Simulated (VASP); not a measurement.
Input:

```xyz
8
Lattice="-0.0090 4.5321 4.5343 4.5321 -0.0090 4.5343 2.2616 2.2616 0.0000" Properties=species:S:1:pos:R:3 pbc="T T T"
In     4.5231     4.5231     9.0584
N      1.1308     1.1308     1.3208
N      3.3119     1.2112     3.3134
N      1.2112     3.3119     3.3134
N      3.3923     3.3923     5.6708
Al     4.5219     2.2628     2.2705
Al     2.2628     4.5219     2.2705
Al     2.2616     2.2616     4.5225
```

Method: PBEsol GGA, VASP's PBE PAW potentials (set 64) (plane waves; VASP 6.6.1). Numerical set-up: 520 eV cut-off, Gaussian smearing of 0.050 eV, potentials In_d N Al.

Unless said otherwise, spin-orbit coupling is left out, though it shifts the bands of the heavy elements here.

**Question.** Estimate the band gap (along the path) with the smallest direct gap where there is one.

**Answer.** 
```
Item                                   Result
------------------------------------  -------
band gap (along the path)             1.90 eV
smallest direct gap (along the path)  1.90 eV
```

Total energies compare only between runs with the same potentials, cut-off and functional.

The structure was generated: Al3InN4 was put into an ordered model structure (Amm2), which need not be its known phase. It was relaxed first.
